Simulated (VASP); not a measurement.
Data:

```yaml
crystal:
  lattice:
    - [3.93401, 0.00000, 0.00000]
    - [0.00000, 3.93401, 0.00000]
    - [0.00000, 0.00000, 3.93401]
  atoms:
    - { symbol: K, position: [0.00000, 0.00000, 0.00000] }
    - { symbol: Ta, position: [0.50000, 0.50000, 0.50000] }
    - { symbol: O, position: [0.50000, 0.00000, 0.50000] }
    - { symbol: O, position: [0.00000, 0.50000, 0.50000] }
    - { symbol: O, position: [0.50000, 0.50000, 0.00000] }
```

The numbers are results of PBE GGA with D3 dispersion (zero damping), VASP's PBE PAW potentials (set 64) (plane waves; VASP), not measurements. Numerical set-up: 520 eV cut-off, 6×6×6 Γ-centred mesh, Gaussian smearing of 0.050 eV, potentials K_sv Ta_pv O.

Unless said otherwise, spin-orbit coupling is left out, though it shifts the bands of the heavy elements here.

### Question
Estimate the energy per atom (σ→0), pressure, band gap (on the k-mesh) with the smallest direct gap where there is one.

### Answer

```
Property                                      Value
-----------------------------------  --------------
band gap (on the k-mesh)                    2.26 eV
smallest direct gap (on the k-mesh)         2.86 eV
energy per atom (σ→0)                -8.367 eV/atom
pressure                                  13.46 GPa
```

Only differences to runs with the same potentials and settings are physical.

The compound is KTaO3 in the cubic perovskite structure. This cell is one point of a volume scan, at 0.94 of the reference volume.
